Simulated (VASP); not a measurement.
OSZICAR of a VASP run on CeO2 (fluorite):

### OSZICAR
```
       N       E                     dE             d eps       ncg     rms          rms(c)
DAV:   1     0.229768570597E+03    0.22977E+03   -0.11420E+04   512   0.194E+03
DAV:   2     0.967343136214E+01   -0.22010E+03   -0.21308E+03   800   0.305E+02
DAV:   3    -0.303675404152E+02   -0.40041E+02   -0.36399E+02   688   0.152E+02
DAV:   4    -0.317728262087E+02   -0.14053E+01   -0.14052E+01   744   0.298E+01
DAV:   5    -0.318478764712E+02   -0.75050E-01   -0.75046E-01   856   0.640E+00    0.269E+01
DAV:   6    -0.307618940048E+02    0.10860E+01   -0.10730E+02   768   0.586E+01    0.333E+01
DAV:   7    -0.285426856728E+02    0.22192E+01   -0.23229E+02   840   0.134E+02    0.192E+01
DAV:   8    -0.279351295223E+02    0.60756E+00   -0.42749E+00   632   0.223E+01    0.136E+01
DAV:   9    -0.263872731957E+02    0.15479E+01   -0.63418E+00   752   0.207E+01    0.253E+00
DAV:  10    -0.263165776556E+02    0.70696E-01   -0.26103E-01   912   0.462E+00    0.185E+00
DAV:  11    -0.262696478426E+02    0.46930E-01   -0.65170E-02   736   0.245E+00    0.149E+00
DAV:  12    -0.262196172069E+02    0.50031E-01   -0.15154E-01   816   0.374E+00    0.714E-01
DAV:  13    -0.262208669972E+02   -0.12498E-02   -0.23756E-01   752   0.441E+00    0.105E+00
DAV:  14    -0.262136739987E+02    0.71930E-02   -0.12374E-01   816   0.317E+00    0.299E-01
DAV:  15    -0.262131879354E+02    0.48606E-03   -0.71888E-03   784   0.795E-01    0.529E-02
DAV:  16    -0.262133696063E+02   -0.18167E-03   -0.23975E-03   744   0.488E-01    0.148E-01
DAV:  17    -0.262131949231E+02    0.17468E-03   -0.27022E-03   728   0.479E-01    0.350E-02
DAV:  18    -0.262131904118E+02    0.45112E-05   -0.49691E-05   808   0.540E-02    0.283E-02
DAV:  19    -0.262131861131E+02    0.42987E-05   -0.96235E-06   704   0.256E-02    0.188E-02
DAV:  20    -0.262131797699E+02    0.63432E-05   -0.34653E-05   720   0.523E-02    0.331E-03
DAV:  21    -0.262131794295E+02    0.34046E-06   -0.21722E-06   448   0.142E-02
   1 F= -.26213179E+02 E0= -.26213179E+02  d E =-.690429E-08
```

Which electronic solver shows in the log?

It is blocked Davidson (ALGO = Normal, or the opening steps of other solvers). The INCAR had ALGO = Normal.

How was spin treated?

Without spin polarisation: there is no mag entry.

Can the final energy be trusted as converged?

The calculation finished and met its thresholds. It stopped with EDIFF = 1E-6, NELM = 100 (PBE GGA, plane waves, VASP's PBE PAW potentials (set 64)).

The compound is CeO2 in the fluorite structure. The cell was not relaxed at this level. The run is one of a series of settings (ISMEAR = -1 against the base run), some of them coarse on purpose. The run is not spin-polarised, so no magnetic state was tried.
